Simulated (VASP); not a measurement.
WS2 (Tungstenite), 6 atoms in the cell. The structure is hexagonal, space group P6_3/mmc (No. 194). Conventional cell: a = 3.180 Å, b = 3.180 Å, c = 12.500 Å, α = 90.00°, β = 90.00°, γ = 120.00°. W (site symmetry -6m2) has 6 S at 2.41 Å as nearest neighbours. S (site symmetry 3m) has 3 W at 2.41 Å as nearest neighbours. 

| Quantity | Value |
| --- | --- |
| Program | VASP 6.6.1 |
| Task | relaxation of cell and atoms |
| Functional | PBE |
| Dispersion | D3(BJ) |
| Potentials or basis | VASP PAW PBE potentials, release 64 (W_sv, S) |
| Cutoff | 600 eV |
| k mesh | 12 × 12 × 3 |
| Occupations | gaussian, width 0.03 eV |
| Spin | no spin polarisation |
| Further INCAR settings | ALGO = Normal; EDIFF = 1e-06; IBRION = 2; EDIFFG = -0.01; NSW = 90; ISIF = 3 |

Potentials or basis: VASP PAW PBE potentials, release 64 (W_sv, S).

The run is started by

```console
$ cat potpaw_PBE.64/W_sv/POTCAR potpaw_PBE.64/S/POTCAR > POTCAR
$ mpirun -np 4 vasp_std > vasp.out
```

Hardware: 4 MPI ranks on Intel(R) Xeon(R) 6975P-C (Granite Rapids), with other jobs on the host.

Question: How long does it take, and how much memory?

Answer: Wall time 3.7 min on 4 MPI ranks on Intel(R) Xeon(R) 6975P-C (Granite Rapids), with other jobs on the host, peak memory 0.37 GiB a rank. Counts: scf iterations 99, k points 38, ion steps 12.
